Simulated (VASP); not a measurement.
Consider the following.

```
Mg32FO31
1.0
    8.48696     0.00000     0.00000
    0.00000     8.48696     0.00000
    0.00000     0.00000     8.48696
Mg O F
32 31 1
Cartesian
  4.24382   0.00288   8.47071
  6.36476   2.12336   0.00104
  6.38090   0.00322   2.12239
  0.00019   0.00274   8.48281
  2.12021   2.12478   0.00082
  4.24324   4.24648   8.39346
  6.36631   6.36800   0.00068
  2.10640   0.00384   2.12235
  4.24279   2.02972   2.12287
  6.45901   4.24700   2.12380
  4.24350   0.00278   4.26075
  6.36562   2.12331   4.24560
  6.37127   0.00163   6.36587
  8.48572   4.24599   8.47192
  2.12117   6.36898   0.00085
  8.48609   2.11060   2.12268
  2.02595   4.24708   2.12324
  4.24338   6.46377   2.12310
  0.00036   0.00255   4.24807
  2.12055   2.12497   4.24423
  4.24298   4.24627   4.34025
  6.36542   6.36800   4.24435
  2.11631   0.00268   6.36556
  4.24199   2.10945   6.36569
  6.38012   4.24452   6.36643
  8.48688   6.38297   2.12252
  8.48584   4.24602   4.26043
  2.12087   6.36794   4.24451
  8.48640   2.11832   6.36671
  2.10585   4.24576   6.36632
  4.24354   6.38237   6.36609
  0.00003   6.37200   6.36581
  6.34720   2.14202   2.12294
  8.48612   4.24685   2.12372
  8.48562   2.12887   4.24080
  2.13968   2.14266   2.12228
  6.34774   6.35002   2.12245
  0.00013   0.00384   2.12203
  4.24318   2.14199   4.22542
  6.34729   4.24634   4.22687
  8.48673   6.36337   4.24045
  6.35952   2.12726   6.36645
  8.48626   4.24482   6.36592
  8.48658   2.12827   0.00500
  2.13853   6.35063   2.12257
  4.24354   0.00314   2.12243
  2.13908   4.24583   4.22612
  4.24333   6.35060   4.22614
  6.36109   0.00219   4.23995
  2.12539   2.12833   6.36614
  4.24260   4.24505   6.36622
  6.36112   6.36253   6.36695
  0.00014   0.00203   6.36540
  4.24271   2.14323   0.02067
  6.34708   4.24530   0.01883
  0.00006   6.36390   0.00471
  2.12597   0.00364   4.23954
  2.12583   6.36324   6.36582
  4.24386   0.00317   6.36591
  2.13879   4.24687   0.01874
  4.24377   6.34968   0.01864
  6.36082   0.00327   0.00488
  2.12644   0.00326   0.00507
  4.24571   4.25327   2.12523
```
Cell charge -1.

Computed with HSE06 screened hybrid, VASP's PBE PAW potentials (set 64) (plane waves; VASP). Run with PREC = Normal, LREAL = Auto, ISYM = 0, NELECT = 258.0, EDIFF = 1E-5, 400 eV cut-off, 1×1×1 Γ-centred mesh, Gaussian smearing of 0.050 eV, potentials Mg O F.

The cell is charged, with a uniform compensating background. The supercell is sampled at Γ alone, which is coarse: total energies, pressure and levels can be off, energies of defects by several tenths of an eV.

### Question
What does the run give for the energy per atom (σ→0)?

### Answer

```json
{
 "energy per atom (σ→0)": "-6.915 eV/atom"
}
```

Total energies compare only between runs with the same potentials, cut-off and functional.

The cell is a supercell with a defect, built from MgO (rock salt): F_O, charge -1. The cell's shape comes from a PBE relaxation. The run is not spin-polarised, so no state with unpaired spins was tried.
